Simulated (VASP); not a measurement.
MgS (rock salt):

```
CELL_PARAMETERS angstrom
      0.00000     2.60000     2.60000
      2.60000     0.00000     2.60000
      2.60000     2.60000     0.00000
ATOMIC_POSITIONS crystal
  Mg 0.00000 0.00000 0.00000
  S  0.50000 0.50000 0.50000
```

The lowest empty band near X, direction across the valley's axis, from mBJ (TB09) with spin-orbit coupling in VASP (PAW); its two spin partners are averaged. The gap over the points computed is 3.97 eV, and the next band on that side lies 1.37 eV away at the edge.

Numerical set-up: 400 eV cut-off, 10×10×10 Γ-centred mesh, Gaussian smearing of 0.050 eV, potentials Mg S.

| distance from the edge in k (1/Å) | distance in energy (meV) |
|---|---|
| 0.018 | 3.7 |
| 0.025 | 7.0 |
| 0.035 | 13.8 |
| 0.050 | 28.0 |
| 0.070 | 54.8 |

### Question
Fit E(1 + αE) = ħ²k²/2m* (ħ²/2m0 = 3.810 eV Å²) and predict the row at 0.095 1/Å.

### Answer
The rows don't resolve α, so a parabola serves: the electron mass is m* = 0.340 m0, and so 101.0 meV. The run gave 100.3 meV, -0.7 meV from the fit.

Left out are points under 3 meV from the edge, since the levels carry 0.1 meV, and points farther than half the way to the next band.

The compound is MgS in the rock salt structure. The cell was not relaxed at this level.
